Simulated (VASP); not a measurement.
# Zone-centre spectra of GaN, part 3 of 6

Aim: the Raman spectrum of GaN from finite differences. The cell is of the zinc-blende type, one of the forms listed for this formula. The start is a computed cell from the Materials Project.

VASP 6.6.1, plane waves and PAW; the level of theory is named at each step.

So far. Step 3 (Relaxation): The forces stay under 1e-4 eV/Å, and the volume now lies -3.1 % from that of the session's start. The relaxed cell has a = 4.461 Å (conventional setting).

## Step 4: Modes at the zone centre (continued)

Level of this step: LDA; plane waves and PAW (Ga_d, N) (VASP).

OUTCAR, selected parts (step 4):

```text
  LATTYP: Found a face centered cubic cell.
 ALAT       =     4.4606591810

The static configuration has the point symmetry T_d .

 Found     56 irreducible k-points:

   k-points           NKPTS =     56   k-points in BZ     NKDIM =     56   number of bands    NBANDS=     15

   ENCUT  =  520.0 eV  38.22 Ry    6.18 a.u.   5.86  5.86  5.86*2*pi/ulx,y,z

   NELECT =      18.0000    total number of electrons

  Total       -0.0008112     -0.0008112     -0.0008112      0.0000000     -0.0000000      0.0000000
  in kB       -0.0585720     -0.0585720     -0.0585720      0.0000000     -0.0000000      0.0000000
  external PRESSURE =      -0.0585720 kB  Pullay stress =       0.0000000 kB

  energy-cutoff  :      520.00
  volume of cell :       22.19
      direct lattice vectors                 reciprocal lattice vectors
     0.000000000  2.230329590  2.230329590    -0.224182113  0.224182113  0.224182113
     2.230329590  0.000000000  2.230329590     0.224182113 -0.224182113  0.224182113
     2.230329590  2.230329590  0.000000000     0.224182113  0.224182113 -0.224182113

 MACROSCOPIC STATIC DIELECTRIC TENSOR (including local field effects in DFT)
 ------------------------------------------------------
           5.753282    -0.000000     0.000000
           0.000000     5.753282    -0.000000
          -0.000000     0.000000     5.753282
 ------------------------------------------------------

 PIEZOELECTRIC TENSOR (including local field effects)  for field in x, y, z        (C/m^2)
          XX          YY          ZZ          XY          YZ          ZX
  --------------------------------------------------------------------------------
  x     0.00000    -0.00000    -0.00000     0.00000    -1.00307     0.00000
  y     0.00000    -0.00000     0.00000     0.00000     0.00000    -1.00307
  z     0.00000     0.00000     0.00000    -1.00307     0.00000     0.00000

 BORN EFFECTIVE CHARGES (including local field effects) (in |e|, cummulative output)
 ---------------------------------------------------------------------------------
 ion    1
    1     2.62561     0.00000     0.00000
    2     0.00000     2.62561    -0.00000
    3     0.00000    -0.00000     2.62561
 ion    2
    1    -2.62561     0.00000    -0.00000
    2    -0.00000    -2.62561     0.00000
    3    -0.00000     0.00000    -2.62561

 Eigenvectors and eigenvalues of the dynamical matrix
 ----------------------------------------------------

   1 f  =   16.593031 THz   104.257092 2PiTHz  553.483954 cm-1    68.623233 meV
             X         Y         Z           dx          dy          dz
      0.000000  0.000000  0.000000    -0.000000    0.409155    0.000000
      1.115165  1.115165  1.115165     0.000000   -0.912465   -0.000000

   2 f  =   16.593031 THz   104.257092 2PiTHz  553.483954 cm-1    68.623233 meV
             X         Y         Z           dx          dy          dz
      0.000000  0.000000  0.000000     0.000000    0.000000   -0.409155
      1.115165  1.115165  1.115165     0.000000    0.000000    0.912465

   3 f  =   16.593031 THz   104.257092 2PiTHz  553.483954 cm-1    68.623233 meV
             X         Y         Z           dx          dy          dz
      0.000000  0.000000  0.000000     0.409155    0.000000    0.000000
      1.115165  1.115165  1.115165    -0.912465   -0.000000    0.000000

   4 f/i=    0.004003 THz     0.025151 2PiTHz    0.133521 cm-1     0.016555 meV
             X         Y         Z           dx          dy          dz
      0.000000  0.000000  0.000000     0.824851   -0.387128   -0.048424
      1.115165  1.115165  1.115165     0.369869   -0.173591   -0.021714

   5 f/i=    0.004003 THz     0.025151 2PiTHz    0.133521 cm-1     0.016555 meV
             X         Y         Z           dx          dy          dz
      0.000000  0.000000  0.000000    -0.225732   -0.565929    0.679236
      1.115165  1.115165  1.115165    -0.101220   -0.253766    0.304574

   6 f/i=    0.004003 THz     0.025151 2PiTHz    0.133521 cm-1     0.016555 meV
             X         Y         Z           dx          dy          dz
      0.000000  0.000000  0.000000     0.318210    0.602037    0.607360
      1.115165  1.115165  1.115165     0.142688    0.269957    0.272344

 MACROSCOPIC STATIC DIELECTRIC TENSOR IONIC CONTRIBUTION
 ------------------------------------------------------
           4.278253     0.000000     0.000000
           0.000000     4.278253     0.000000
           0.000000     0.000000     4.278253
 ------------------------------------------------------

 ELASTIC MODULI CONTR FROM IONIC RELAXATION (kBar)
 Direction    XX          YY          ZZ          XY          YZ          ZX
 --------------------------------------------------------------------------------
 XX          -0.0000     -0.0000     -0.0000     -0.0000      0.0000     -0.0000
 YY          -0.0000     -0.0000     -0.0000     -0.0000     -0.0000      0.0000
 ZZ          -0.0000     -0.0000     -0.0000     -0.0000     -0.0000     -0.0000
 XY          -0.0000     -0.0000     -0.0000   -430.4356     -0.0000     -0.0000
 YZ           0.0000     -0.0000     -0.0000     -0.0000   -430.4356     -0.0000
 ZX          -0.0000      0.0000     -0.0000     -0.0000     -0.0000   -430.4356
 --------------------------------------------------------------------------------

 PIEZOELECTRIC TENSOR IONIC CONTR  for field in x, y, z        (C/m^2)
          XX          YY          ZZ          XY          YZ          ZX
  --------------------------------------------------------------------------------
  x    -0.00000     0.00000     0.00000     0.00000     1.27691     0.00000
  y     0.00000    -0.00000     0.00000     0.00000     0.00000     1.27691
  z     0.00000     0.00000     0.00000     1.27691     0.00000     0.00000

[... 3 parts as in an earlier step ...]

[... 3 further parts left out ...]
```

CONTCAR:

```
GaN
   1.00000000000000
     0.0000000000000000    2.2303295904999998    2.2303295904999998
     2.2303295904999998    0.0000000000000000    2.2303295904999998
     2.2303295904999998    2.2303295904999998    0.0000000000000000
  Ga              N
     1     1
Direct
     0.0000000000000000    0.0000000000000000    0.0000000000000000
     0.2500000000000000    0.2500000000000000    0.2500000000000000
```

The gap is read on the k-mesh alone, so it is an upper bound where the band edges lie off the mesh. Energies printed during the response cycles are not total energies of the cell. The dielectric response converges more slowly with the mesh than energies do, so tensor and charges may still move on a finer one.

Numbers from this step:

* pressure of the cell: -0.005857 GPa
* largest force of the cell: 0 eV/Å
* Fermi energy: 5.373 eV
* gap on the k-mesh: 1.939 eV
* least direct gap on the k-mesh: 1.939 eV

Electronic dielectric tensor with local fields:

```
5.75 0.00 0.00
0.00 5.75 0.00
0.00 0.00 5.75
```

Ionic part of the static dielectric tensor:

```
4.28 0.00 0.00
0.00 4.28 0.00
0.00 0.00 4.28
```

Born effective charge (e), principal values of the symmetric part by kind of site:

| atom | atoms with these values | low | middle | high | mean |
| --- | --- | --- | --- | --- | --- |
| Ga1 | 1 | 2.63 | 2.63 | 2.63 | 2.63 |
| N2 | 1 | -2.63 | -2.63 | -2.63 | -2.63 |

In full for N2:

```
-2.63  0.00  0.00
 0.00 -2.63  0.00
 0.00  0.00 -2.63
```

Infrared lines, with heights relative to the strongest:

```csv
position (cm⁻¹),lines merged,"squared mode dipole, relative"
553,3,100
```

Transverse limit, no LO-TO splitting. Modes at Γ, with each element's share of the kinetic energy:

```
mode  frequency (cm⁻¹)  symmetry      IR  Ga %  N %
   1              -0.1  acoustic  1.5e-8    83   17
   2              -0.1  acoustic  1.5e-8    83   17
   3              -0.1  acoustic  1.5e-8    83   17
   4             553.5        T2    0.59    17   83
   5             553.5        T2    0.59    17   83
   6             553.5        T2    0.59    17   83
```

Displacements in mode 4 (553.5 cm⁻¹), the largest set to 1:
```
Ga1  0.20  0.00  0.00
N2  -1.00  0.00  0.00
```

Piezoelectric tensor, ionic part (C/m²), by row:

```
field  xx  yy  zz     xy     yz     zx
    x   0   0   0      0  1.277      0
    y   0   0   0      0      0  1.277
    z   0   0   0  1.277      0      0
```

Piezoelectric tensor with clamped ions (C/m²), by row:

| field | xx | yy | zz | xy | yz | zx |
| --- | --- | --- | --- | --- | --- | --- |
| x | 0 | 0 | 0 | 0 | -1.003 | 0 |
| y | 0 | 0 | 0 | 0 | 0 | -1.003 |
| z | 0 | 0 | 0 | -1.003 | 0 | 0 |

The mean electronic (clamped-ion) dielectric constant is 5.75. The three acoustic modes come out within 0.13 cm⁻¹ of zero.

(Continued in part 4 of 6.)

[Lines on the potential files, build, host, timing and source positions are cut from VASP's logs without a mark.]

[Logs are printed without paths, hosts, clocks, repeated set-up lines and the standing remarks that a program may print on its own settings, such as how far it seeks lower states.]

[Hosts, paths, dates, database ids (printed as entryN), source tags and the programs' standing remarks are cut or masked in the printed files.]
